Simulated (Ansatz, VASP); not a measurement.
# One calculation of In3Cu, two programs

The input INCAR:

```
SYSTEM = In3Cu
ALGO = Fast
EDIFF = 1E-6
EDIFFG = -0.04
ENCUT = 600
GGA = PE
IBRION = 2
ISIF = 3
ISMEAR = 0
LASPH = .TRUE.
LCHARG = .FALSE.
LREAL = .FALSE.
LWAVE = .FALSE.
NELM = 100
NSW = 90
PREC = Accurate
SIGMA = 0.1
```

File KPOINTS:

```
k-points
0
G
  4 4 4
  0 0 0
```

POSCAR

```
In3Cu
1.0
   -2.8744651500      2.8744651500      2.8744651500
    2.8744651500     -2.8744651500      2.8744651500
    2.8744651500      2.8744651500     -2.8744651500
In Cu
3 1
Direct
    0.0000000000      0.5000000000      0.5000000000
    0.5000000000      0.0000000000      0.5000000000
    0.5000000000      0.5000000000      0.0000000000
    0.0000000000      0.0000000000      0.0000000000
```

Input for Ansatz:

```yaml
crystal:
  lattice:
    - [-2.87446515, 2.87446515, 2.87446515]
    - [2.87446515, -2.87446515, 2.87446515]
    - [2.87446515, 2.87446515, -2.87446515]
  atoms:
    - { symbol: In, position: [0.0, 0.5, 0.5] }
    - { symbol: In, position: [0.5, 0.0, 0.5] }
    - { symbol: In, position: [0.5, 0.5, 0.0] }
    - { symbol: Cu, position: [0.0, 0.0, 0.0] }
basis:
  ecutwfc: 420
kpoints:
  mp_grid: { grid: [4, 4, 4] }
hamiltonian:
  xc: pbe
scf:
  occupations: { method: gaussian, width: 0.1 }
  lower_state_search: "off"
output:
  forces: true
  stress: true
  eigenvalues: true
relax:
  adjacent_minimum: "off"
  f_tol: 0.04
  max_steps: 70
  cell: { stress_tol: 0.4 }
```

Alike in both runs: task relaxation of cell and atoms; functional PBE; k mesh 4 × 4 × 4; occupations gaussian, width 0.1 eV; no spin polarisation.

|  | VASP | Ansatz |
| --- | --- | --- |
| version | VASP 6.6.1 | Ansatz 0.2.0 |
| potentials or method | VASP PAW PBE potentials, release 64 (In_d, Cu) | scalar-relativistic, plane waves, PAW |
| plane-wave cutoff (eV) | 600 | 420 |
| valence electrons in the cell | 50 | 58 |

Ansatz gave:

| Property | Result |
| --- | --- |
| gap on the k mesh at the Fermi level, each at its own relaxed structure (eV) | none |
| relaxed volume (Å³/atom) | 25.11 |
| relaxed cell length with the largest relative difference (Å) | 5.072 |
| energy change over the relaxation (meV/atom) | -10 |

Question: Which values does VASP return?

Answer: gap on the k mesh at the Fermi level, each at its own relaxed structure (eV): none; relaxed volume (Å³/atom): 25.06; relaxed cell length with the largest relative difference (Å): 5.068; energy change over the relaxation (meV/atom): -10.

A gap of «none» marks a metal or a gap that the smearing closes. The two sets of potentials don't hold the same shells in valence.

Caveats: the k mesh is coarse (spacing up to 0.39 Å⁻¹), so the values aren't converged.
